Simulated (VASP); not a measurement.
Here is the system:

```
Rh
1.0
    0.00000     1.92347     1.92347
    1.92347     0.00000     1.92347
    1.92347     1.92347     0.00000
Rh
1
Direct
  0.00000   0.00000   0.00000
```

These are revPBE GGA, VASP's PBE PAW potentials (set 64) (plane waves; VASP) values and carry that method's errors. Settings: 520 eV cut-off, Gaussian smearing of 0.050 eV, potentials Rh_pv.

Problem. Predict the band gap (along the path) with the smallest direct gap where there is one.

Solution. 
```
Quantity                                                     Result
-------------------------  ----------------------------------------
band gap (along the path)  none (metal, semimetal or under 0.01 eV)
```

The compound is Rh in the fcc structure. It was relaxed first.
